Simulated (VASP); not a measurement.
# Li3ZrN2 (Pmmm) in VASP: notebook

Runs on Li3ZrN2. Level: PBE. Tasks: relaxation of cell and atoms.

Everything below comes from runs of VASP 6.6.1. Logs are shortened: lines on timing, memory, paths and dates and some standing lists are left out, and cuts for length are marked.

### 1 The structure

Symmetry: Pmmm, No. 47, orthorhombic system. Conventional cell: a = 2.836 Å, b = 4.091 Å, c = 6.448 Å, α = 90.00°, β = 90.00°, γ = 90.00°. Li (site symmetry mm2) is surrounded by 2 Li at 1.78 Å. Around Li (site symmetry mmm) lie 4 Li at 1.78 Å. Around Zr (site symmetry mmm) lie 2 N at 1.42 Å. Around N (site symmetry mmm) lie 2 Li at 2.15 Å. N (site symmetry mmm) is surrounded by 2 Zr at 1.42 Å.

The cell was built by a generator and needn't be a form met in nature.

### 2 Relaxation of cell and atoms, PBE

File INCAR:

```
SYSTEM = Li3ZrN2
PREC = Normal ; ENCUT = 520
EDIFF = 1E-4 ; ISMEAR = 0
SIGMA = 0.15 ; LREAL = .FALSE.
LASPH = .TRUE. ; NELM = 60
ALGO = Fast ; ISIF = 3
LWAVE = .FALSE. ; LCHARG = .FALSE.
GGA = PE ; IBRION = 2
NSW = 24 ; EDIFFG = -0.08
KPAR = 2
```

File KPOINTS:

```
regular mesh
0
G
  5 4 2
  0 0 0
```

File POSCAR:

```
Li3ZrN2
1.0
    2.8360586900      0.0000000000      0.0000000000
    0.0000000000      4.0914932100      0.0000000000
    0.0000000000      0.0000000000      6.4477123900
Li Zr N
3 1 2
Direct
    0.5000000000      0.5000000000      0.1665196000
    0.5000000000      0.5000000000      0.8334804000
    0.0000000000      0.5000000000      0.0000000000
    0.0000000000      0.0000000000      0.0000000000
    0.5000000000      0.5000000000      0.5000000000
    0.5000000000      0.0000000000      0.0000000000
```

Potentials or basis: VASP PAW PBE potentials, release 64 (Li_sv, Zr_sv, N).

On the command line:

```
cat potpaw_PBE.64/Li_sv/POTCAR potpaw_PBE.64/Zr_sv/POTCAR potpaw_PBE.64/N/POTCAR > POTCAR
mpirun -np 2 vasp_std > vasp.out
```

OUTCAR:

```text
SYSTEM = Li3ZrN2
   PREC = Normal
   ENCUT = 520
   EDIFF = 1E-4
   ISMEAR = 0
   LREAL = .FALSE.
   LASPH = .TRUE.
   NELM = 60
   ISIF = 3
   GGA = PE
   IBRION = 2
   NSW = 24
   EDIFFG = -0.08

 ion  position               nearest neighbor table
   1  0.500  0.500  0.167-   3 1.78   3 1.78   2 2.15   5 2.15   4 2.71   4 2.71   4 2.71   4 2.71

   2  0.500  0.500  0.833-   3 1.78   3 1.78   1 2.15   5 2.15   4 2.71   4 2.71   4 2.71   4 2.71

   3  0.000  0.500  0.000-   1 1.78   2 1.78   1 1.78   2 1.78   4 2.05   4 2.05
   4  0.000  0.000  0.000-   6 1.42   6 1.42   3 2.05   3 2.05   1 2.71   2 2.71   1 2.71   1 2.71
                             2 2.71   2 2.71   1 2.71   2 2.71
   5  0.500  0.500  0.500-   1 2.15   2 2.15
   6  0.500  0.000  0.000-   4 1.42   4 1.42

 -----------------------------------------------------------------------------
|                                                                             |
|           W    W    AA    RRRRR   N    N  II  N    N   GGGG   !!!           |
|           W    W   A  A   R    R  NN   N  II  NN   N  G    G  !!!           |
|           W    W  A    A  R    R  N N  N  II  N N  N  G       !!!           |
|           W WW W  AAAAAA  RRRRR   N  N N  II  N  N N  G  GGG   !            |
|           WW  WW  A    A  R   R   N   NN  II  N   NN  G    G                |
|           W    W  A    A  R    R  N    N  II  N    N   GGGG   !!!           |
|                                                                             |
|     The distance between some ions is very small. Please check the          |
|     nearest-neighbor list in the OUTCAR file.                               |
|     I HOPE YOU KNOW WHAT YOU ARE DOING!                                     |
|                                                                             |
 -----------------------------------------------------------------------------

  LATTYP: Found a simple orthorhombic cell.
 ALAT       =     2.8360586900
 B/A-ratio  =     1.4426687376
 C/A-ratio  =     2.2734763610

  Lattice vectors:

 A1 = (   2.8360586900,   0.0000000000,   0.0000000000)
 A2 = (   0.0000000000,   4.0914932100,   0.0000000000)
 A3 = (   0.0000000000,   0.0000000000,   6.4477123900)

Analysis of symmetry for initial positions (statically):
=====================================================================
 Subroutine PRICEL returns:
 Original cell was already a primitive cell.

 Routine SETGRP: Setting up the symmetry group for a
 simple orthorhombic supercell.

 Subroutine GETGRP returns: Found  8 space group operations
 (whereof  8 operations were pure point group operations)
 out of a pool of  8 trial point group operations.

The static configuration has the point symmetry D_2h.

Analysis of symmetry for dynamics (positions and initial velocities):
=====================================================================
 Subroutine PRICEL returns:
 Original cell was already a primitive cell.

 Routine SETGRP: Setting up the symmetry group for a
 simple orthorhombic supercell.

 Subroutine GETGRP returns: Found  8 space group operations
 (whereof  8 operations were pure point group operations)
 out of a pool of  8 trial point group operations.

The dynamic configuration has the point symmetry D_2h.

 Subroutine INISYM returns: Found  8 space group operations
 (whereof  8 operations are pure point group operations),
 and found     1 'primitive' translations

----------------------------------------------------------------------------------------

                                     Primitive cell

  volume of cell :      74.8174

  direct lattice vectors                    reciprocal lattice vectors
     2.836058690  0.000000000  0.000000000     0.352602012  0.000000000  0.000000000
     0.000000000  4.091493210  0.000000000     0.000000000  0.244409547  0.000000000
     0.000000000  0.000000000  6.447712390     0.000000000  0.000000000  0.155093767

  length of vectors
     2.836058690  4.091493210  6.447712390     0.352602012  0.244409547  0.155093767

  position of ions in fractional coordinates (direct lattice)
     0.500000000  0.500000000  0.166519600
     0.500000000  0.500000000  0.833480400
     0.000000000  0.500000000  0.000000000
     0.000000000  0.000000000  0.000000000
     0.500000000  0.500000000  0.500000000
     0.500000000  0.000000000  0.000000000

  ion indices of the primitive-cell ions
   primitive index   ion index
                 1           1
[... 28 lines left out ...]
 ===========================================

 Found     18 irreducible k-points:

 Following reciprocal coordinates:
            Coordinates               Weight
  0.000000  0.000000  0.000000      1.000000
  0.200000  0.000000  0.000000      2.000000
  0.400000  0.000000  0.000000      2.000000
  0.000000  0.250000  0.000000      2.000000
  0.200000  0.250000  0.000000      4.000000
  0.400000  0.250000  0.000000      4.000000
[... 10 lines left out ...]
  0.200000  0.500000  0.500000      2.000000
  0.400000  0.500000  0.500000      2.000000
   k-points           NKPTS =     18   k-points in BZ     NKDIM =     18   number of bands    NBANDS=     19
   number of dos      NEDOS =    301   number of ions     NIONS =      6
   total plane-waves  NPLWV =  13824
   dimension x,y,z NGX =    16 NGY =   24 NGZ =   36
   dimension x,y,z NGXF=    32 NGYF=   48 NGZF=   72
   ions per type =               3   1   2
   NGX,Y,Z   is equivalent  to a cutoff of   9.38,  9.75,  9.28 a.u.
   NGXF,Y,Z  is equivalent  to a cutoff of  18.76, 19.50, 18.56 a.u.
 SYSTEM =  Li3ZrN2
   PREC   = normal    normal or accurate (medium, high low for compatibility)
   ISTART =      0    job   : 0-new  1-cont  2-samecut
   ICHARG =      2    charge: 1-file 2-atom 10-const
   ISPIN  =      1    spin polarized calculation?
   LNONCOLLINEAR =      F non collinear calculations
   LSORBIT =      F    spin-orbit coupling
   LASPH  =      T    aspherical Exc in radial PAW
   ENCUT  =  520.0 eV  38.22 Ry    6.18 a.u.   5.27  7.61 11.99*2*pi/ulx,y,z
   NELM   =     60;   NELMIN=  2; NELMDL= -5     # of ELM steps
   EDIFF  = 0.1E-03   stopping-criterion for ELM
   LREAL  =      F    real-space projection
   EDIFFG = -.8E-01   stopping-criterion for IOM
   NSW    =     24    number of steps for IOM
   IBRION =      2    ionic relax: 0-MD 1-quasi-New 2-CG
   NFREE  =      1    steps in history (QN), initial steepest desc. (CG)
   ISIF   =      3    stress and relaxation
   ISYM   =      2    0-nonsym 1-usesym 2-fastsym
   POTIM  = 0.5000    time-step for ionic-motion
   TEBEG  =    0.0;   TEEND  =   0.0 temperature during run
   PSTRESS=    0.0 pullay stress
   NELECT =      31.0000    total number of electrons
   NUPDOWN=      -1.0000    fix difference up-down
   EMIN   =  10.00;   EMAX   =-10.00  energy-range for DOS
   EFERMI =   0.00;   METHOD = LEGACY
   ISMEAR =     0;   SIGMA  =   0.15  broadening in eV -4-tet -1-fermi 0-gaus
   EFERMI_NEDOS =   21; number of points for ismear=-14 and -15
   IALGO  =     68    algorithm
   IMIX   =      4    mixing-type and parameters
     AMIX     =   0.40;   BMIX     =  1.00
     AMIX_MAG =   1.60;   BMIX_MAG =  1.00
  volume/ion in A,a.u.               =      12.47        84.15
  Fermi-wavevector in a.u.,A,eV,Ry     =   1.220472  2.306358 20.266585  1.489552
  Thomas-Fermi vector in A             =   2.355688
   LORBIT       =      0    0 simple, 1 ext, 2 COOP (PROOUT), +10 PAW based schemes
   GGA     = PE    functional components
   LHFCALC =     F    Hartree Fock is set to
   AEXX    =    0.0000 exact exchange contribution
   IVDW    =     0    specifies the selected vdW correction
   LEPSILON=     F    determine dielectric tensor
   LRPA    =     F    only Hartree local field effects (RPA)
 conjugate gradient relaxation of ions
 non-spin polarized calculation
 RMM-DIIS sequential band-by-band and
 Gauss-broadening in eV      SIGMA  =   0.15
  energy-cutoff  :      520.00
  volume of cell :       74.82
 maximum number of plane-waves:      2036
   NGX = 11   NGY = 15   NGZ = 23

--------------------------------------- Ionic step        1  -------------------------------------------

 number of electron      31.0000023 magnetization

 Free energy of the ion-electron system (eV)
  ---------------------------------------------------
  ext. energy  EPLUGINS =         0.00000000
  ---------------------------------------------------
  free energy    TOTEN  =        -2.21549089 eV

  energy without entropy =       -2.15814450  energy(sigma->0) =       -2.18681769

------------------------ aborting loop EDIFF was not reached (unconverged)  ----------------------------

  FORCE on cell =-STRESS in cart. coord.  units (eV):
  Direction    XX          YY          ZZ          XY          YZ          ZX
  --------------------------------------------------------------------------------------
  -------------------------------------------------------------------------------------
  Total      121.1256699     15.9129815      1.7657218     -0.0000000      0.0000000      0.0000000
  in kB     2593.8452878    340.7684931     37.8120441     -0.0000000      0.0000000      0.0000000
  external PRESSURE =     990.8086084 kB  Pullay stress =       0.0000000 kB
[... 101 lines left out ...]
  FREE ENERGIE OF THE ION-ELECTRON SYSTEM (eV)
  ---------------------------------------------------
  free  energy   TOTEN  =       -15.2798250326 eV

  energy  without entropy=      -15.2715061917  energy(sigma->0) =      -15.27566561

 E-fermi :   2.2361     XC(G=0):  -8.1878

 val. band max:        2.1455344435   @ k =   0.4000   0.2500   0.0000
 cond. band min:       2.2406028816   @ k =   0.4000   0.5000   0.5000
 fundamental gap:      0.0950684381
 Fermi energy:         2.2360819035

 k-point     1 :       0.0000    0.0000    0.0000
  band No.  band energies     occupation
      1     -46.7239      2.00000
      2     -45.3751      2.00000
      3     -43.8951      2.00000
      4     -43.8522      2.00000
      5     -25.5232      2.00000
      6     -24.9569      2.00000
[... 373 lines left out ...]
      6     -24.7997      2.00000
[... 11 lines left out ...]
     18       3.2939      0.00000
     19       5.5617      0.00000

[... ionic steps 4 to 20 ...]

--------------------------------------- Ionic step       21  -------------------------------------------

 number of electron      30.9999298 magnetization

------------------------ aborting loop because EDIFF is reached ----------------------------------------
[... 75 lines left out ...]
--------------------------------------- Ionic step       23  -------------------------------------------

 number of electron      30.9999354 magnetization

 Free energy of the ion-electron system (eV)
  ---------------------------------------------------
  ext. energy  EPLUGINS =         0.00000000
  ---------------------------------------------------
  free energy    TOTEN  =       -23.21208076 eV

  energy without entropy =      -23.13215935  energy(sigma->0) =      -23.17212006

 E-fermi :   0.9907     XC(G=0):  -7.3972

 val. band max:        0.9814209230   @ k =   0.0000   0.2500   0.5000
 cond. band min:       0.9982049087   @ k =   0.2000   0.0000   0.0000
 fundamental gap:      0.0167839857
 Fermi energy:         0.9907463712

 k-point     1 :       0.0000    0.0000    0.0000
  band No.  band energies     occupation
      1     -48.0456      2.00000
      2     -46.5956      2.00000
      3     -44.6715      2.00000
      4     -44.6649      2.00000
      5     -26.3477      2.00000
      6     -26.1789      2.00000
[... 418 lines left out ...]
  FREE ENERGIE OF THE ION-ELECTRON SYSTEM (eV)
  ---------------------------------------------------
  free  energy   TOTEN  =       -23.2120807629 eV

  energy  without entropy=      -23.1321593521  energy(sigma->0) =      -23.17212006

 reached required accuracy - stopping structural energy minimisation
```

It took 5.8 min on 2 MPI ranks of Intel Xeon Platinum 8259CL at 2.50GHz (Skylake/Cascade Lake), shared host; peak memory 0.15 GiB.

The run converged, but some of its settings lie outside the range that counts as converged, so its numbers aren't taken as properties of the crystal.

What came out:

```
Free energy                            : -23.2121 eV
Relaxed volume                         : 20.84 Å³/atom
Relaxed cell                           : a = 3.908 Å, b = 4.939 Å, c = 6.478 Å, α = 90.00°, β = 90.00°, γ = 90.00°
Space group after relaxing (to 0.05 Å) : Pmmm (No. 47)
Energy gained by relaxing              : 3499.4 meV/atom
Ionic steps                            : 23
Largest force after relaxing           : 0.024 eV/Å
Band gap on the k mesh                 : none (metal or under the smearing width)
```

Caveat: the k mesh is coarse (spacing up to 0.49 Å⁻¹), so the values aren't converged; the cutoff is under 1.25 times the usual one of these potentials, so pressure, stress and relaxed cells hold a basis-set (Pulay) error; the volume moved by over 15 % at a fixed basis, so the end points are rough; the relaxation stopped at a loose force limit of 0.08 eV/Å, so its end isn't a converged minimum.

[end of part 1 of 3]
